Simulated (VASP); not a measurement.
A run of VASP 6.6.1 is set up as follows.

INCAR

```
SYSTEM = Si
PREC = Accurate
ENCUT = 520
EDIFF = 1E-6
ISMEAR = 0
SIGMA = 0.15
LREAL = .FALSE.
LASPH = .TRUE.
NELM = 60
ALGO = Normal
ISIF = 2
LWAVE = .FALSE.
LCHARG = .TRUE.
GGA = CA
LELF = .TRUE.
LVHAR = .TRUE.
NBANDS = 8
```

File KPOINTS:

```
Automatic mesh
0
G
  21 21 20
  0 0 0
```

File POSCAR:

```
Si
1.0
    2.5026183882      0.0000000000      0.0000000000
   -1.2513091941      2.1673311002      0.0000000000
    0.0000000000      0.0000000000      2.4663543900
Si
1
Direct
    0.0000000000      0.0000000000      0.0000000000
```

Potentials or basis: VASP PAW LDA potentials, release 64 (Si).

Command:

```bash
$ cat potpaw_LDA.64/Si/POTCAR > POTCAR
$ mpirun -np 1 vasp_std > vasp.out
```

(1) Predict the band gap on the k mesh.

(2) Predict the pressure.

Results:

(1) none (metal or under the smearing width).

(2) 11.9 GPa.
